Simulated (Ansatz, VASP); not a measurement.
# Cross-check of TiSi2 between VASP and Ansatz, part 2 of 2

Aim: how closely do two programs agree when they are given the same cell, functional and k mesh? The structure shown is the start of the Ansatz relaxation below; VASP solves that cell, so the two are compared at the walk's first step.

VASP 6.6.1 and Ansatz 0.2.0.

So far. Step 3 (VASP: single point, LDA, start cell, pair 1): The run ends at a pressure of 19.23 GPa, with forces up to 0.080 eV/Å.

## 6. Ansatz: relaxation, LDA

Level of this step: Ansatz beside VASP: Kohn-Sham DFT, plane waves, LDA (Ansatz).

The two programs are compared at the cell with which this relaxation starts, whose forces are those of its first step. The cell compared in this pair holds 75.08 Å³, against 73.45 Å³ for the pair before.

The structure compared here is the start of the Ansatz relaxation; VASP solves that cell, so the two are compared at the walk's first step.

The input, input.yaml:

```yaml
crystal:
  lattice:
    - [1.701580167, -6.3900003468, 0.0]
    - [1.701580167, 6.3900003468, 0.0]
    - [0.0, 0.0, 3.4527136494]
  atoms:
    - { symbol: Si, position: [0.5614088569, 0.4385911431, 0.75] }
    - { symbol: Si, position: [0.4385911431, 0.5614088569, 0.25] }
    - { symbol: Si, position: [0.2493933476, 0.7506066524, 0.75] }
    - { symbol: Si, position: [0.7506066524, 0.2493933476, 0.25] }
    - { symbol: Ti, position: [0.8986724878, 0.1013275122, 0.75] }
    - { symbol: Ti, position: [0.1013275122, 0.8986724878, 0.25] }
kpoints:
  mp_grid: { grid: [12, 12, 12] }
hamiltonian:
  xc: lda
  pseudopotentials: { kind: paw, azcp: { folder: soft_1 }, xc_functional: pbe }
scf:
  occupations: { method: methfessel_paxton, width: 0.2 }
output:
  forces: true
  stress: true
  eigenvalues: true
relax:
  adjacent_minimum: "off"
  f_tol: 0.001
  max_steps: 60
  cell: { stress_tol: 0.01, fix: [volume] }
```

Started as:

```
$ ansatz run input.yaml --threads 4 --pin off --max-ram 16384MiB --backend cpu --events-out ev --progress --plain --runs-dir out
```

Numbers of over 12 decimals in the logs are rounded to 6 here.

Log:

```text
[...]
Crystal: 6 atoms, lattice volume = 75.083 Å³
Basis set: ecut = 420 eV, 1455 PW (Γ)
Bands: 26, of which v1, the nominal top of the filled ones, is band 20 counted from 1 (19 counted from 0)
Symmetry: 8 space group operations
[...]
k-points: 301 of 1728
[...]
cell:  # Å, volume = 75.0834 Å³
    - [1.703819, -6.372021, 0.0]
    - [1.703819, 6.372021, 0.0]
    - [0.0, 0.0, 3.457906]
  atoms:
    - { symbol: Si, position: [0.561957, 0.438043, 0.75] }
    - { symbol: Si, position: [0.438043, 0.561957, 0.25] }
    - { symbol: Si, position: [0.249343, 0.750657, 0.75] }
    - { symbol: Si, position: [0.750657, 0.249343, 0.25] }
    - { symbol: Ti, position: [0.899038, 0.100962, 0.75] }
    - { symbol: Ti, position: [0.100962, 0.899038, 0.25] }
[key lines of the parts left out:]
SCF converged after 5 iterations
Free energy (F): -7339.022507 eV
Fermi energy:    14.630633 eV
P = ⅓ Tr σ = 14.3263 GPa (143.263 kbar)
```

## 7. VASP: single point, LDA, start cell, pair 2

The same cell, functional (in two slightly different forms), mesh and smearing now go to VASP, with its own data sets.

The input, INCAR:

```
SYSTEM = TiSi2
PREC = Accurate
ENCUT = 400
EDIFF = 1E-06
NELM = 120
ISMEAR = 1
SIGMA = 0.2
LREAL = .FALSE.
ALGO = Normal
GGA = CA
NBANDS = 26
LASPH = .TRUE.
LORBIT = 11
LWAVE = .FALSE.
LCHARG = .FALSE.
ISIF = 2
GGA_COMPAT = .FALSE.
KPAR = 2
```

The input, POSCAR:

```
TiSi2
1.0
    1.7015800000     -6.3900000000      0.0000000000
    1.7015800000      6.3900000000      0.0000000000
    0.0000000000      0.0000000000      3.4527140000
Si Ti
4 2
Direct
    0.5614088419      0.4385911581      0.7499998552
    0.4385911581      0.5614088419      0.2499998552
    0.2493933490      0.7506066510      0.7499998552
    0.7506066510      0.2493933490      0.2499998552
    0.8986725352      0.1013274648      0.7499998552
    0.1013274648      0.8986725352      0.2499998552
```

The input, KPOINTS:

```
Automatic mesh
0
Gamma
12 12 12
0 0 0
```

PAW data sets: Si and Ti_sv (LDA family, release 64).

Started as:

```
$ mpirun -np 2 vasp_std
```

Log:

```text
[... set-up lines as in an earlier step ...]
 entering main loop
       N       E                     dE             d eps       ncg     rms          rms(c)
DAV:   1     0.351019931713E+03    0.35102E+03   -0.16651E+04 15708   0.139E+03
DAV:   2    -0.310890055043E+01   -0.35413E+03   -0.34766E+03 15732   0.426E+02
DAV:   3    -0.451592432087E+02   -0.42050E+02   -0.41441E+02 27708   0.123E+02
DAV:   4    -0.478065803927E+02   -0.26473E+01   -0.26359E+01 21000   0.290E+01
[...]
DAV:  11    -0.447155373600E+02   -0.24537E-04   -0.77468E-04 20822   0.224E-01    0.235E-02
DAV:  12    -0.447155331392E+02    0.42208E-05   -0.66401E-05 23986   0.587E-02    0.839E-03
DAV:  13    -0.447155326834E+02    0.45582E-06   -0.45924E-06 17556   0.190E-02
   1 F= -.44715533E+02 E0= -.44715469E+02  d E =-.192226E-03
```

From OUTCAR (step 7):

```text
  Total        6.8693606      6.5598892      7.0546345      0.0000000      0.0000000      0.0000000
  in kB      146.5828183    139.9791185    150.5363100      0.0000000      0.0000000      0.0000000
  external PRESSURE =     145.6994156 kB  Pullay stress =       0.0000000 kB

 POSITION                                       TOTAL-FORCE (eV/Angst)
 -----------------------------------------------------------------------------------
      1.70158     -0.78480      2.58954         0.000000     -0.075227      0.000000
      1.70158      0.78480      0.86318         0.000000      0.075227      0.000000
      1.70158      3.20275      2.58954         0.000000      0.006505      0.000000
      1.70158     -3.20275      0.86318         0.000000     -0.006505      0.000000
      1.70158     -5.09503      2.58954         0.000000     -0.060477      0.000000
      1.70158      5.09503      0.86318         0.000000      0.060477      0.000000
 -----------------------------------------------------------------------------------
    total drift:                                0.000000      0.000000      0.000897

  FREE ENERGIE OF THE ION-ELECTRON SYSTEM (eV)
  ---------------------------------------------------
  free  energy   TOTEN  =       -44.7155326834 eV

  energy  without entropy=      -44.7153404571  energy(sigma->0) =      -44.71546861

[... 1 part as in an earlier step ...]

[... 2 further parts left out ...]
[key lines of the parts left out:]
E-fermi :  12.0985
```

The run ends at a pressure of 14.57 GPa, with forces up to 0.075 eV/Å.

## 8. Side by side

Forces (eV/Å; atoms numbered as in POSCAR):

| atom | Ansatz x, y, z | VASP x, y, z |
| --- | --- | --- |
| Si1 | 0.000, -0.080, 0.000 | 0.000, -0.075, 0.000 |
| Si2 | 0.000, 0.080, 0.000 | 0.000, 0.075, 0.000 |
| Si3 | 0.000, 0.006, 0.000 | 0.000, 0.007, 0.000 |
| Si4 | 0.000, -0.006, 0.000 | 0.000, -0.007, 0.000 |
| Ti5 | 0.000, -0.060, 0.000 | 0.000, -0.060, 0.000 |
| Ti6 | 0.000, 0.060, 0.000 | 0.000, 0.060, 0.000 |

The forces differ by 1.5 meV/Å r.m.s., which is 4.7 % of the r.m.s. force of 0.032 eV/Å (both taken over all components).

## 9. What the set-up changes

Further runs change the set-up of one program: Ansatz's method, potentials or start, or VASP's data sets, cutoff or form of LDA. The table gives that difference for each run.

| run | r.m.s. force difference (meV/Å) |
| --- | --- |
| as above | 1.5 |
| VASP with a cutoff of 500 eV (perhaps on Ansatz's relaxed cell) | 1.1 |

## 10. Ansatz: relaxation, LDA

The two programs are compared at the cell with which this relaxation starts, whose forces are those of its first step. The cell compared in this pair holds 76.72 Å³, against 75.08 Å³ for the pair before.

The structure compared here is the start of the Ansatz relaxation; VASP solves that cell, so the two are compared at the walk's first step.

input.yaml, the sections that differ from step 6:

```yaml
crystal:
  lattice:
    - [1.7116180403, -6.4547586548, 0.0]
    - [1.7116180403, 6.4547586548, 0.0]
    - [0.0, 0.0, 3.4718985046]
  atoms:
    - { symbol: Si, position: [0.560872414, 0.439127586, 0.75] }
    - { symbol: Si, position: [0.439127586, 0.560872414, 0.25] }
    - { symbol: Si, position: [0.2494531746, 0.7505468254, 0.75] }
    - { symbol: Si, position: [0.7505468254, 0.2494531746, 0.25] }
    - { symbol: Ti, position: [0.8982942636, 0.1017057364, 0.75] }
    - { symbol: Ti, position: [0.1017057364, 0.8982942636, 0.25] }
# kpoints, hamiltonian, scf, output, relax: as in step 6
```

Started as:

```
$ ansatz run input.yaml --threads 4 --pin off --max-ram 16384MiB --backend cpu --events-out ev --progress --plain --runs-dir out
```

Log:

```text
[...]
Crystal: 6 atoms, lattice volume = 76.716 Å³
Basis set: ecut = 420 eV, 1483 PW (Γ)
Bands: 26, of which v1, the nominal top of the filled ones, is band 20 counted from 1 (19 counted from 0)
Symmetry: 8 space group operations
[...]
k-points: 301 of 1728
[...]
cell:  # Å, volume = 76.7156 Å³
    - [1.713822, -6.435973, 0.0]
    - [1.713822, 6.435973, 0.0]
    - [0.0, 0.0, 3.477554]
  atoms:
    - { symbol: Si, position: [0.561409, 0.438591, 0.750000] }
    - { symbol: Si, position: [0.438591, 0.561409, 0.25] }
    - { symbol: Si, position: [0.249393, 0.750607, 0.750000] }
    - { symbol: Si, position: [0.750607, 0.249393, 0.25] }
    - { symbol: Ti, position: [0.898672, 0.101328, 0.750000] }
    - { symbol: Ti, position: [0.101328, 0.898672, 0.25] }
[key lines of the parts left out:]
SCF converged after 5 iterations
Free energy (F): -7339.146794 eV
Fermi energy:    14.276624 eV
P = ⅓ Tr σ = 10.1487 GPa (101.487 kbar)
```

## 11. VASP: single point, LDA, start cell, pair 3

The same cell, functional (in two slightly different forms), mesh and smearing now go to VASP, with its own data sets.

INCAR is that of step 7.

The input, POSCAR:

```
TiSi2
1.0
    1.7116180000     -6.4547590000      0.0000000000
    1.7116180000      6.4547590000      0.0000000000
    0.0000000000      0.0000000000      3.4718990000
Si Ti
4 2
Direct
    0.5608723734      0.4391276266      0.7499999280
    0.4391276266      0.5608723734      0.2500000720
    0.2494531554      0.7505468446      0.7499999280
    0.7505468446      0.2494531554      0.2500000720
    0.8982942663      0.1017057337      0.7499999280
    0.1017057337      0.8982942663      0.2500000720
```

KPOINTS is that of step 7.

Started as:

```
$ mpirun -np 2 vasp_std
```

Log:

```text
[... set-up lines as in an earlier step ...]
 entering main loop
       N       E                     dE             d eps       ncg     rms          rms(c)
DAV:   1     0.348136677917E+03    0.34814E+03   -0.16700E+04 15660   0.139E+03
DAV:   2    -0.376055404145E+01   -0.35190E+03   -0.34559E+03 15738   0.424E+02
DAV:   3    -0.453891288993E+02   -0.41629E+02   -0.41075E+02 27712   0.122E+02
DAV:   4    -0.480362136358E+02   -0.26471E+01   -0.26341E+01 21062   0.289E+01
[...]
DAV:  11    -0.448432419527E+02   -0.12184E-04   -0.87787E-04 21008   0.231E-01    0.252E-02
DAV:  12    -0.448432377477E+02    0.42050E-05   -0.81733E-05 23746   0.670E-02    0.834E-03
DAV:  13    -0.448432371705E+02    0.57726E-06   -0.51985E-06 17512   0.203E-02
   1 F= -.44843237E+02 E0= -.44843105E+02  d E =-.397622E-03
```

Parts of OUTCAR (step 11):

```text
  Total        5.0105392      4.7112230      5.2006875      0.0000000      0.0000000      0.0000000
  in kB      104.6432191     98.3921130    108.6143947      0.0000000      0.0000000      0.0000000
  external PRESSURE =     103.8832423 kB  Pullay stress =       0.0000000 kB

 POSITION                                       TOTAL-FORCE (eV/Angst)
 -----------------------------------------------------------------------------------
      1.71162     -0.78583      2.60392         0.000000     -0.070265     -0.000000
      1.71162      0.78583      0.86797         0.000000      0.070265     -0.000000
      1.71162      3.23444      2.60392         0.000000      0.006509     -0.000000
      1.71162     -3.23444      0.86797         0.000000     -0.006509     -0.000000
      1.71162     -5.14179      2.60392         0.000000     -0.058912      0.000000
      1.71162      5.14179      0.86797         0.000000      0.058912      0.000000
 -----------------------------------------------------------------------------------
    total drift:                               -0.000000      0.000503     -0.000900

  FREE ENERGIE OF THE ION-ELECTRON SYSTEM (eV)
  ---------------------------------------------------
  free  energy   TOTEN  =       -44.8432371705 eV

  energy  without entropy=      -44.8428395485  energy(sigma->0) =      -44.84310463

[... 1 part as in an earlier step ...]

[... 2 further parts left out ...]
[key lines of the parts left out:]
E-fermi :  11.7983
```

The run ends at a pressure of 10.39 GPa, with forces up to 0.070 eV/Å.

## 12. Differences

Forces (eV/Å; atoms numbered as in POSCAR):

| atom | Ansatz x, y, z | VASP x, y, z |
| --- | --- | --- |
| Si1 | 0.000, -0.075, 0.000 | 0.000, -0.070, 0.000 |
| Si2 | 0.000, 0.075, 0.000 | 0.000, 0.070, 0.000 |
| Si3 | 0.000, 0.006, 0.000 | 0.000, 0.007, 0.000 |
| Si4 | 0.000, -0.006, 0.000 | 0.000, -0.007, 0.000 |
| Ti5 | 0.000, -0.060, 0.000 | 0.000, -0.059, 0.000 |
| Ti6 | 0.000, 0.060, 0.000 | 0.000, 0.059, 0.000 |

The forces differ by 1.6 meV/Å r.m.s., which is 5.4 % of the r.m.s. force of 0.031 eV/Å (both taken over all components).

## 13. Further runs

Further runs change the set-up of one program: Ansatz's method, potentials or start, or VASP's data sets, cutoff or form of LDA. The table gives that difference for each run.

| run | r.m.s. force difference (meV/Å) |
| --- | --- |
| as above | 1.6 |
| VASP with a cutoff of 500 eV (perhaps on Ansatz's relaxed cell) | 1.2 |

## 14. What came out

```json
{
  "r.m.s. force difference (single point, LDA, start cell, pair 1)": "1.6 meV/Å",
  "r.m.s. force difference (single point, LDA, start cell, pair 2)": "1.5 meV/Å",
  "r.m.s. force difference (single point, LDA, start cell, pair 3)": "1.6 meV/Å"
}
```

In words: The r.m.s. force difference is 1.6 meV/Å (single point, LDA, start cell, pair 3), within the 12 meV/Å picked in this series as the mark of a large difference. Single point, LDA, start cell, pair 1, VASP with a cutoff of 500 eV (perhaps on Ansatz's relaxed cell): r.m.s. force difference goes from 1.6 to 1.2 meV/Å. Single point, LDA, start cell, pair 2, VASP with a cutoff of 500 eV (perhaps on Ansatz's relaxed cell): r.m.s. force difference goes from 1.5 to 1.1 meV/Å. Single point, LDA, start cell, pair 3, VASP with a cutoff of 500 eV (perhaps on Ansatz's relaxed cell): r.m.s. force difference goes from 1.6 to 1.2 meV/Å. 2 further runs of this series are not shown here. Such differences can come from data sets, numerical settings and the points named under the comparisons, not from the functional's error against experiment.

[Lines on the potential files, build, host, timing and source positions are cut from VASP's logs without a mark.]

[Logs are printed without paths, hosts, clocks, repeated set-up lines and the standing remarks that a program may print on its own settings, such as how far it seeks lower states.]

[Hosts, paths, dates, database ids (printed as entryN), source tags and the programs' standing remarks are cut or masked in the printed files.]

[Rows of further runs with another cutoff or data set may stand on the cell that Ansatz relaxed, not on the start cell of the pair above them.]
